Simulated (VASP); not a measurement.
**Ir: single point with PBE**

Slab: Ir, a slab with vacuum.

```xyz
3
Lattice="2.7370 0.0000 0.0000 -1.3685 2.3703 0.0000 0.0000 0.0000 18.4694" Properties=species:S:1:pos:R:3 pbc="T T T"
Ir    1.3685    0.7901    7.0000
Ir    0.0000    1.5802    9.1715
Ir    0.0000    0.0000   11.3429
```

The cell isn't the ideal one: clean slab, lower half held.

| Property | Result |
| --- | --- |
| Program | VASP 6.6.1 |
| Task | single point |
| Functional | PBE |
| Potentials or basis | VASP PAW PBE potentials, release 64 (Ir) |
| Cutoff | 520 eV |
| k mesh | 12 × 12 × 1 |
| Occupations | gaussian, width 0.1 eV |
| Spin | no spin polarisation |

```json
{"Largest force": "0.037 eV/Å", "Band gap on the k mesh": "none (metal or under the smearing width)"}
```

Forces in eV/Å, atoms in the order of the input:
```
Ir   0.000  0.000 -0.037
Ir   0.000  0.000  0.000
Ir   0.000  0.000  0.037
```

Levels at points of the mesh, in eV from the Fermi level:
| k point | band 11 | band 12 | band 13 | band 14 | band 15 | band 16 |
| --- | --- | --- | --- | --- | --- | --- |
| (0.00, 0.00, 0.00) | -2.81 | -1.11 | -1.11 | -1.11 | -0.36 | -0.36 |
| (0.50, 0.00, 0.00) | 0.36 | 0.51 | 0.86 | 1.00 | 1.46 | 1.55 |

It took 70 s on 1 thread of Intel(R) Xeon(R) Platinum 8488C (Sapphire Rapids) (shared host), peak memory 0.24 GiB.

The run has no spin-orbit coupling, so splittings on Ir are missing.
